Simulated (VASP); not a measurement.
# Ca: Ca into a neighbouring Ca vacancy, part 4 of 4

Aim: the barrier for one hop in Ca: Ca into a neighbouring Ca vacancy.

VASP 6.6.1; PBEsol; plane waves and PAW (Ca_pv).

So far. Step 4 (Relax the start): The run ended after 4 ionic steps, 0.024 eV below its first step, once the forces on the free atoms met EDIFFG = -0.05. Step 5 (Relax the end): The run ended after 5 ionic steps, 0.037 eV below its first step, once the forces on the free atoms met EDIFFG = -0.05.

### 6. Nudged elastic band

Images on a straight line between the ends relax across the path, while springs keep them spaced along it.

INCAR reads:

```
SYSTEM = Ca
PREC = Normal
ENCUT = 280
EDIFF = 1E-05
NELM = 120
ISMEAR = 1
SIGMA = 0.15
LREAL = Auto
ALGO = Fast
GGA = PS
NBANDS = 150
LWAVE = .FALSE.
LCHARG = .FALSE.
NCORE = 2
IMAGES = 3
SPRING = -5
IBRION = 1
POTIM = 0.3
NSW = 50
EDIFFG = -0.05
ISYM = 0
ISIF = 0
```

POSCAR reads:

```
Ca
1.0
   10.9121880448      0.0000000000      0.0000000000
    0.0000000000     10.9121880448      0.0000000000
    0.0000000000      0.0000000000     10.9121880448
Ca
31
Direct
    0.7492129751      0.2504841873      0.9993638082
    0.7485248004      0.0013009459      0.2491089313
    0.0001246776      0.0004061577      0.0007940211
    0.2505007031      0.2497692396      0.9992391341
    0.4999034601      0.5002446026      0.9991816598
    0.7504810657      0.7494484054      0.0005257692
    0.2500380426      0.9993247405      0.2501723310
    0.4989078511      0.2497282116      0.2512420065
    0.7482756989      0.4993419860      0.2491006409
    0.5003353790      0.0001895968      0.5007084093
    0.7500396762      0.2492372098      0.5000277137
    0.7509836772      0.9997921106      0.7500674372
    0.9999017636      0.4987897929      0.0001611759
    0.2490854409      0.7493818302      0.9998828869
    0.0004820358      0.2487149561      0.2494620811
    0.2511466695      0.5003446824      0.2493523264
    0.4996629141      0.7500593794      0.2496150876
    0.0002207369      0.9991685617      0.4990097554
    0.2501332513      0.2489337553      0.4995802614
    0.5001720252      0.5001354516      0.5001394834
    0.7493019866      0.7508778779      0.4997902805
    0.2490877600      0.9996127872      0.7502517835
    0.5013106975      0.2502458098      0.7490220621
    0.7501194962      0.5004336365      0.7494864878
    0.9987067233      0.7505395218      0.2487826428
    0.0005202138      0.4993103517      0.4985304638
    0.2507601003      0.7508995148      0.4997991144
    0.0009409722      0.2498827323      0.7503221471
    0.2505256335      0.4993558458      0.7502002233
    0.5006554522      0.7511515801      0.7499747718
    0.0003946783      0.7506876813      0.7502245720
```

KPOINTS reads:

```
Automatic mesh
0
Monkhorst-Pack
2 2 2
0 0 0
```

00/POSCAR reads:

```
Ca
1.0
   10.9121880448      0.0000000000      0.0000000000
    0.0000000000     10.9121880448      0.0000000000
    0.0000000000      0.0000000000     10.9121880448
Ca
31
Direct
    0.7492129751      0.2504841873      0.9993638082
    0.7485248004      0.0013009459      0.2491089313
    0.0001246776      0.0004061577      0.0007940211
    0.2505007031      0.2497692396      0.9992391341
    0.4999034601      0.5002446026      0.9991816598
    0.7504810657      0.7494484054      0.0005257692
    0.2500380426      0.9993247405      0.2501723310
    0.4989078511      0.2497282116      0.2512420065
    0.7482756989      0.4993419860      0.2491006409
    0.5003353790      0.0001895968      0.5007084093
    0.7500396762      0.2492372098      0.5000277137
    0.7509836772      0.9997921106      0.7500674372
    0.9999017636      0.4987897929      0.0001611759
    0.2490854409      0.7493818302      0.9998828869
    0.0004820358      0.2487149561      0.2494620811
    0.2511466695      0.5003446824      0.2493523264
    0.4996629141      0.7500593794      0.2496150876
    0.0002207369      0.9991685617      0.4990097554
    0.2501332513      0.2489337553      0.4995802614
    0.5001720252      0.5001354516      0.5001394834
    0.7493019866      0.7508778779      0.4997902805
    0.2490877600      0.9996127872      0.7502517835
    0.5013106975      0.2502458098      0.7490220621
    0.7501194962      0.5004336365      0.7494864878
    0.9987067233      0.7505395218      0.2487826428
    0.0005202138      0.4993103517      0.4985304638
    0.2507601003      0.7508995148      0.4997991144
    0.0009409722      0.2498827323      0.7503221471
    0.2505256335      0.4993558458      0.7502002233
    0.5006554522      0.7511515801      0.7499747718
    0.0003946783      0.7506876813      0.7502245720
```

01/POSCAR reads:

```
Ca
1.0
   10.9121880448      0.0000000000      0.0000000000
    0.0000000000     10.9121880448      0.0000000000
    0.0000000000      0.0000000000     10.9121880448
Ca
31
Direct
    0.6867171934      0.1880553864      0.9990433453
    0.7488934080      0.0011100545      0.2489313714
    0.0002968454      0.0003543942      0.0004039363
    0.2501743443      0.2497478628      0.9994383725
    0.5001329558      0.5001270050      0.9992378264
    0.7508003590      0.7495893673      0.0000056374
    0.2503071617      0.9996804854      0.2500809466
    0.4993757830      0.2496959262      0.2505530896
    0.7488614323      0.4996127707      0.2491405624
    0.5007065422      0.0003090112      0.5000651164
    0.7500574182      0.2496942603      0.4997908612
    0.7507602986      1.0000813540      0.7497482148
    0.9997445675      0.4991838965      0.0002395296
    0.2494450346      0.7496423741      0.9998956541
    0.0001829245      0.2487563681      0.2494099520
    0.2508552584      0.5001474580      0.2490629082
    0.5002088191      0.7498145462      0.2491274684
   -0.0002538848      0.9997211753      0.4990055996
    0.2501343731      0.2493265414      0.4993590244
    0.5002414255      0.4999893153      0.4999645230
    0.7496603008      0.7504057241      0.5000579215
    0.2493768559      1.0002338043      0.7497521464
    0.5008211010      0.2503230492      0.7487945929
    0.7501904060      0.5005038828      0.7496951076
    0.9988938629      0.7505758592      0.2491911692
    0.0002544567      0.4995533374      0.4987557246
    0.2509392489      0.7503545150      0.4995837450
    0.0003368182      0.2499660209      0.7502551936
    0.2502512392      0.4993590703      0.7504446002
    0.5003816822      0.7508507378      0.7499441531
    0.0004482006      0.7506601682      0.7501093960
```

02/POSCAR reads:

```
Ca
1.0
   10.9121880448      0.0000000000      0.0000000000
    0.0000000000     10.9121880448      0.0000000000
    0.0000000000      0.0000000000     10.9121880448
Ca
31
Direct
    0.6242214117      0.1256265856      0.9987228824
    0.7492620157      0.0009191630      0.2487538114
    0.0004690131      0.0003026306      0.0000138515
    0.2498479856      0.2497264860      0.9996376108
    0.5003624516      0.5000094075      0.9992939930
    0.7511196524      0.7497303292     -0.0005144945
    0.2505762808      1.0000362304      0.2499895622
    0.4998437148      0.2496636407      0.2498641728
    0.7494471657      0.4998835554      0.2491804838
    0.5010777054      0.0004284255      0.4994218236
    0.7500751602      0.2501513108      0.4995540086
    0.7505369200      1.0003705973      0.7494289924
    0.9995873714      0.4995780001      0.0003178834
    0.2498046284      0.7499029180      0.9999084213
   -0.0001161868      0.2487977802      0.2493578229
    0.2505638473      0.4999502336      0.2487734900
    0.5007547241      0.7495697130      0.2486398492
   -0.0007285066      1.0002737888      0.4990014438
    0.2501354948      0.2497193276      0.4991377875
    0.5003108258      0.4998431790      0.4997895625
    0.7500186149      0.7499335703      0.5003255624
    0.2496659518      1.0008548214      0.7492525094
    0.5003315046      0.2504002886      0.7485671238
    0.7502613158      0.5005741290      0.7499037274
    0.9990810025      0.7506121966      0.2495996956
   -0.0000113004      0.4997963230      0.4989809854
    0.2511183975      0.7498095153      0.4993683756
   -0.0002673359      0.2500493095      0.7501882402
    0.2499768449      0.4993622948      0.7506889771
    0.5001079122      0.7505498955      0.7499135345
    0.0005017230      0.7506326550      0.7499942200
```

03/POSCAR reads:

```
Ca
1.0
   10.9121880448      0.0000000000      0.0000000000
    0.0000000000     10.9121880448      0.0000000000
    0.0000000000      0.0000000000     10.9121880448
Ca
31
Direct
    0.5617256300      0.0631977847      0.9984024196
    0.7496306233      0.0007282716      0.2485762515
    0.0006411808      0.0002508670     -0.0003762333
    0.2495216268      0.2497051092      0.9998368492
    0.5005919474      0.4998918100      0.9993501595
    0.7514389457      0.7498712912     -0.0010346263
    0.2508453998      1.0003919754      0.2498981778
    0.5003116466      0.2496313552      0.2491752560
    0.7500328991      0.5001543400      0.2492204052
    0.5014488685      0.0005478398      0.4987785307
    0.7500929022      0.2506083613      0.4993171561
    0.7503135413      1.0006598407      0.7491097701
    0.9994301752      0.4999721037      0.0003962371
    0.2501642222      0.7501634619      0.9999211885
   -0.0004152981      0.2488391922      0.2493056938
    0.2502724362      0.4997530093      0.2484840718
    0.5013006291      0.7493248798      0.2481522301
   -0.0012031283      1.0008264024      0.4989972880
    0.2501366166      0.2501121137      0.4989165506
    0.5003802262      0.4996970428      0.4996146020
    0.7503769290      0.7494614164      0.5005932034
    0.2499550478      1.0014758386      0.7487528724
    0.4998419082      0.2504775281      0.7483396547
    0.7503322257      0.5006443753      0.7501123473
    0.9992681421      0.7506485339      0.2500082220
   -0.0002770575      0.5000393087      0.4992062462
    0.2512975461      0.7492645156      0.4991530063
   -0.0008714899      0.2501325981      0.7501212868
    0.2497024506      0.4993655192      0.7509333540
    0.4998341422      0.7502490532      0.7498829158
    0.0005552453      0.7506051419      0.7498790440
```

04/POSCAR reads:

```
Ca
1.0
   10.9121880448      0.0000000000      0.0000000000
    0.0000000000     10.9121880448      0.0000000000
    0.0000000000      0.0000000000     10.9121880448
Ca
31
Direct
    0.4992298483      0.0007689838      0.9980819567
    0.7499992309      0.0005373802      0.2483986916
    0.0008133486      0.0001991035     -0.0007663181
    0.2491952680      0.2496837324      1.0000360876
    0.5008214431      0.4997742124      0.9994063261
    0.7517582391      0.7500122531     -0.0015547581
    0.2511145189      1.0007477203      0.2498067934
    0.5007795785      0.2495990698      0.2484863391
    0.7506186325      0.5004251247      0.2492603267
    0.5018200317      0.0006672542      0.4981352378
    0.7501106442      0.2510654118      0.4990803036
    0.7500901627      1.0009490841      0.7487905477
    0.9992729791      0.5003662073      0.0004745908
    0.2505238159      0.7504240058      0.9999339557
   -0.0007144094      0.2488806042      0.2492535647
    0.2499810251      0.4995557849      0.2481946536
    0.5018465341      0.7490800466      0.2476646109
   -0.0016777500      1.0013790160      0.4989931322
    0.2501377383      0.2505048998      0.4986953136
    0.5004496265      0.4995509065      0.4994396416
    0.7507352432      0.7489892626      0.5008608443
    0.2502441437      1.0020968557      0.7482532353
    0.4993523117      0.2505547675      0.7481121855
    0.7504031355      0.5007146216      0.7503209671
    0.9994552817      0.7506848713      0.2504167484
   -0.0005428146      0.5002822944      0.4994315070
    0.2514766947      0.7487195158      0.4989376369
   -0.0014756440      0.2502158867      0.7500543333
    0.2494280563      0.4993687437      0.7511777309
    0.4995603722      0.7499482109      0.7498522971
    0.0006087676      0.7505776288      0.7497638680
```

The projector-augmented-wave data sets are Ca_pv (PBE family, release 64).

Command:

```console
mpirun -np 6 vasp_std
```

The program printed:

```text
[banner, memory and clock lines left out]
running    6 mpi-ranks, on    1 nodes
 each image running on    2 cores
 distrk:  each k-point on    2 cores,    1 groups
 distr:  one band on    2 cores,    1 groups

 POSCAR found type information on POSCAR Ca
 01/POSCAR found :  1 types and      31 ions
 [... a notice as in an earlier step ...]

 LDA part: xc-table for (Slater+PW92), standard interpolation
 POSCAR found type information on POSCAR Ca
 00/POSCAR found :  1 types and      31 ions
 POSCAR found type information on POSCAR Ca
 04/POSCAR found :  1 types and      31 ions
 POSCAR, INCAR and KPOINTS ok, starting setup
 FFT: planning ... GRIDC
 FFT: planning ... GRID_SOFT
 FFT: planning ... GRID
 WAVECAR not read
 entering main loop
       N       E                     dE             d eps       ncg     rms          rms(c)
DAV:   1     0.237251437741E+04    0.23725E+04   -0.67862E+04  1264   0.166E+03
DAV:   2     0.400832414195E+03   -0.19717E+04   -0.19584E+04  1200   0.478E+02
DAV:   3    -0.160635428215E+02   -0.41690E+03   -0.40935E+03  1320   0.216E+02
DAV:   4    -0.601543864993E+02   -0.44091E+02   -0.42011E+02  1608   0.735E+01
DAV:   5    -0.638856649036E+02   -0.37313E+01   -0.35712E+01  1904   0.196E+01    0.426E+00
RMM:   6    -0.637370367384E+02    0.14863E+00   -0.22927E+00  1415   0.428E+00    0.242E+00
RMM:   7    -0.638324778244E+02   -0.95441E-01   -0.10428E+00  1688   0.222E+00    0.129E+00
RMM:   8    -0.638855710152E+02   -0.53093E-01   -0.37481E-01  1703   0.139E+00    0.481E-01
RMM:   9    -0.638966556254E+02   -0.11085E-01   -0.10801E-01  1863   0.680E-01    0.152E-01
RMM:  10    -0.639007005607E+02   -0.40449E-02   -0.45398E-02  1868   0.284E-01    0.782E-02
RMM:  11    -0.639018955357E+02   -0.11950E-02   -0.15472E-02  1849   0.147E-01    0.361E-02
RMM:  12    -0.639027647171E+02   -0.86918E-03   -0.89024E-03  1841   0.906E-02    0.119E-02
RMM:  13    -0.639030730698E+02   -0.30835E-03   -0.30087E-03  1538   0.502E-02    0.126E-02
RMM:  14    -0.639032448848E+02   -0.17182E-03   -0.17262E-03  1129   0.307E-02    0.840E-03
RMM:  15    -0.639033189468E+02   -0.74062E-04   -0.71084E-04  1121   0.279E-02    0.416E-03
RMM:  16    -0.639033592244E+02   -0.40278E-04   -0.40447E-04   937   0.166E-02    0.154E-03
RMM:  17    -0.639033714224E+02   -0.12198E-04   -0.13703E-04   901   0.150E-02    0.167E-03
RMM:  18    -0.639033809744E+02   -0.95520E-05   -0.10259E-04   919   0.125E-02    0.130E-03
RMM:  19    -0.639033773257E+02    0.36487E-05    0.27204E-05   829   0.905E-03
   1 F= -.63903377E+02 E0= -.63871303E+02  d E =-.639034E+02
 BRION: g(F)=  0.829E-01 g(S)=  0.000E+00
 bond charge predicted
       N       E                     dE             d eps       ncg     rms          rms(c)
DAV:   1    -0.639172397647E+02   -0.13859E-01   -0.84841E-01  1864   0.440E+00    0.159E-01
RMM:   2    -0.639203849126E+02   -0.31451E-02   -0.35659E-02  1373   0.750E-01    0.660E-02
RMM:   3    -0.639223182945E+02   -0.19334E-02   -0.18305E-02  1794   0.378E-01    0.250E-02
RMM:   4    -0.639225636456E+02   -0.24535E-03   -0.23952E-03  1875   0.124E-01    0.514E-02
RMM:   5    -0.639226107694E+02   -0.47124E-04   -0.46277E-04  1546   0.458E-02    0.611E-02
RMM:   6    -0.639226206443E+02   -0.98749E-05   -0.10153E-04  1171   0.246E-02    0.686E-02
RMM:   7    -0.639226234391E+02   -0.27949E-05   -0.27301E-05   898   0.209E-02
   2 F= -.63922623E+02 E0= -.63890712E+02  d E =-.192461E-01
[...]
WARNING in EDDRMM: call to ZHEGV failed, returncode =   6  3    122
[... from here on, the cycles between the ionic steps are left out ...]
   3 F= -.64045002E+02 E0= -.64013316E+02  d E =-.122379E+00
   4 F= -.64054170E+02 E0= -.64022591E+02  d E =-.916838E-02
[...]
WARNING in EDDRMM: call to ZHEGV failed, returncode =   8  4    126
   5 F= -.64072025E+02 E0= -.64040499E+02  d E =-.178549E-01
   6 F= -.64077459E+02 E0= -.64046062E+02  d E =-.543403E-02
   7 F= -.64096500E+02 E0= -.64065141E+02  d E =-.190409E-01
[...]
WARNING in EDDRMM: call to ZHEGV failed, returncode =   6  3    101
   8 F= -.64102645E+02 E0= -.64071302E+02  d E =-.614469E-02
   9 F= -.64104749E+02 E0= -.64073465E+02  d E =-.210397E-02
[...]
WARNING in EDDRMM: call to ZHEGV failed, returncode =   6  3    110
  10 F= -.64108009E+02 E0= -.64076674E+02  d E =-.325967E-02
 BRION: g(F)=  0.236E-02 g(S)=  0.000E+00
 BRIONS problems: POTIM should be increased
 retain N=  1 mean eig=19.35
 eig:  19.348
 bond charge predicted
       N       E                     dE             d eps       ncg     rms          rms(c)
DAV:   1    -0.640987168102E+02    0.92901E-02   -0.22396E+00  1710   0.754E+00    0.207E-01
RMM:   2    -0.641067471979E+02   -0.80304E-02   -0.88422E-02  1479   0.127E+00    0.532E-02
RMM:   3    -0.641101734796E+02   -0.34263E-02   -0.31555E-02  1764   0.517E-01    0.639E-02
RMM:   4    -0.641106563542E+02   -0.48287E-03   -0.46878E-03  1858   0.190E-01    0.957E-02
RMM:   5    -0.641107616471E+02   -0.10529E-03   -0.10443E-03  1784   0.725E-02    0.123E-01
RMM:   6    -0.641107909811E+02   -0.29334E-04   -0.22380E-04  1600   0.344E-02    0.131E-01
RMM:   7    -0.641108302892E+02   -0.39308E-04   -0.86739E-05  1285   0.272E-02    0.793E-02
RMM:   8    -0.641108289031E+02    0.13861E-05   -0.32446E-05   813   0.194E-02
  11 F= -.64110829E+02 E0= -.64079449E+02  d E =-.282027E-02
 BRION: g(F)=  0.184E-02 g(S)=  0.000E+00
 BRIONS problems: POTIM should be increased
 retain N=  1 mean eig=18.19
 eig:  18.185
 reached required accuracy - stopping structural energy minimisation
```

Wall time 12 min (6 MPI ranks of Intel Xeon Platinum 8488C (Sapphire Rapids), shared host); peak memory 1.8 GiB; 72 min of CPU time.

From OUTCAR (step 6):

```text
   NELECT =     248.0000    total number of electrons

  tangential force (eV/A)        -0.324406
  left and right image   1.058507  1.055047 A

  tangential force (eV/A)        -0.317905
  left and right image   1.066841  1.062394 A

 E-fermi :   2.1423

 k-point     1 :       0.2500    0.2500    0.2500
  band No.  band energies     occupation
    ...
    121       2.0250      1.97052
    122       2.0380      1.91632
    123       2.1096      1.35854
    124       2.1268      1.17337
    125       2.1311      1.12558
    126       2.2302      0.17238
    127       2.2452      0.09007
    128       2.2456      0.08826
    129       2.4365     -0.01807
    130       2.4505     -0.01332
    ...

 POSITION                                       TOTAL-FORCE (eV/Angst)
 -----------------------------------------------------------------------------------
      7.55085      2.09544     10.90673         0.211424      0.211613      0.000677
      8.22497     -0.08412      2.93356        -0.035030      0.036721     -0.058838
     -0.05958      0.00341     -0.00604         0.026844     -0.028687      0.002164
      2.85476      2.68347     10.90807        -0.028442     -0.011005     -0.001060
      5.45956      5.39610     10.90696        -0.029348      0.025355      0.001262
      8.14399      8.30724     -0.00644        -0.012040     -0.026161      0.002559
      2.72447     10.91214      2.69609        -0.011218     -0.015132      0.008064
      5.37605      2.76892      2.93469         0.031127     -0.034667     -0.057545
      8.14157      5.39137      2.63835         0.000498      0.007208      0.003775
      5.41074     -0.04844      5.45037        -0.029544     -0.026859      0.000932
      8.18907      2.73417      5.45104         0.024812      0.022172      0.001142
      8.22243     -0.08264      7.96836        -0.031919      0.034779      0.058573
     10.85717      5.40037     -0.00462         0.004585      0.003382     -0.000251
      2.72284      8.18105     10.90796        -0.009691     -0.011113     -0.000548
     -0.06366      2.68367      2.63880         0.005269      0.000622      0.003440
      2.69920      5.45565      2.69012         0.003567     -0.028122     -0.004055
      5.45832      8.17623      2.69354        -0.017866     -0.007166      0.007990
     10.97237     10.89856      5.45171        -0.021299     -0.029551     -0.001027
      2.62652      2.73447      5.45006         0.010084      0.001369      0.000647
      5.44150      5.51870      5.45145        -0.027760     -0.024268      0.000935
      8.18875      8.08288      5.45203         0.003747      0.008749      0.000050
      2.72229      0.00039      8.20434        -0.010337     -0.015679     -0.005623
      5.37133      2.76744      7.96739         0.037960     -0.032915      0.057609
      8.13822      5.39083      8.26485         0.004193      0.006417     -0.005304
[...]
-----------------------------------------------------------------------------------
    total drift:                                0.011601      0.012084      0.004966

  FREE ENERGIE OF THE ION-ELECTRON SYSTEM (eV)
  ---------------------------------------------------
  free  energy   TOTEN  =       -64.1108289031 eV

  energy  without entropy=      -64.0166888368  energy(sigma->0) =      -64.07944888

  tangential force (eV/A)        -0.310983
  left and right image   1.075899  1.070539 A

[... 6 parts as in an earlier step ...]

[... 6 further parts left out ...]
```

Images along the path:

| image | path (A) | energy (eV) | Ca1: x, y, z (Å) |
| --- | --- | --- | --- |
| 0 | 0.000 | 0.0000 | 8.176, 2.733, 10.905 |
| 1 | 1.076 | 0.2307 | 7.551, 2.095, 10.907 |
| 2 | 2.146 | 0.4525 | 6.817, 1.363, 10.906 |
| 3 | 3.217 | 0.2279 | 6.084, 0.629, 10.908 |
| 4 | 4.294 | 0.0014 | 5.448, 0.008, 10.891 |

Numbers from this step:

```
electronic cycles                        : 111
path length                              : 4.294 Å
barrier                                  : 0.4525 eV
barrier in the reverse direction         : 0.4510 eV
barrier from a spline through the images : 0.4525 eV
reaction energy                          : 0.001423 eV
```

What the program prints for this run, and its count of cycles, belong to image 1; the force that counts for the threshold is the band's, across the path.

### 7. What came out

| Property | Result |
| --- | --- |
| hop | Ca into a neighbouring Ca vacancy |
| barrier | 0.452 eV |
| barrier in the reverse direction | 0.451 eV |
| barrier from a spline through the images | 0.452 eV |
| reaction energy | 0.00142 eV |
| path length | 4.29 Å |

**Reading.** The barrier is 0.45 eV forwards and 0.45 eV backwards. With an attempt frequency of 10¹³ per second, taken as a typical value, this barrier gives about 10^5 hops a second at 300 K. Both ends are alike and an image sits at the midpoint, which is the saddle if the path is symmetric. The band met its force threshold after 11 steps. Cell and mesh are small and were not tested. The band started on a straight line, so other routes may lie lower.

[Lines on the potential files, build, host, timing and source positions are cut from VASP's logs without a mark.]

[Logs are printed without paths, hosts, clocks, repeated set-up lines and the standing remarks that a program may print on its own settings, such as how far it seeks lower states.]

[Hosts, paths, dates, database ids (printed as entryN), source tags and the programs' standing remarks are cut or masked in the printed files.]

[Runs that stopped without an error message from VASP are left out.]
